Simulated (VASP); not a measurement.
Here is the system:

```yaml
crystal:
  lattice:
    - [-2.83621, 2.83621, 2.83621]
    - [2.83621, -2.83621, 2.83621]
    - [2.83621, 2.83621, -2.83621]
  atoms:
    - { symbol: Rb, position: [0.00000, 0.00000, 0.00000] }
```

The numbers are results of PBE GGA, VASP's PBE PAW potentials (set 64) (plane waves; VASP), not measurements. Numerical set-up: 480 eV cut-off, 8×8×8 Γ-centred mesh, first-order Methfessel-Paxton smearing of 0.10 eV, potentials Rb_sv.

Each relaxation starts from this cell; other phases were not tried.

### Question
The cell is relaxed at 5 GPa. What happens?

### Answer
The volume per atom goes from 91.26 to 49.37 Å³ (-45.9 %), and the cell becomes a = 4.622 Å, b = 4.622 Å, c = 4.622 Å, α = 90.00°, β = 90.00°, γ = 90.00°, space group Im-3m.

### Question
The cell is relaxed at 15 GPa. What happens?

### Answer
The volume per atom goes from 91.26 to 32.51 Å³ (-64.4 %), and the cell becomes a = b = c = 4.021 Å, α = β = γ = 90.00°, space group Im-3m.

Failed runs are left out, and for metals the shear rows, which the mesh's noise covers.

The compound is Rb in the bcc structure.
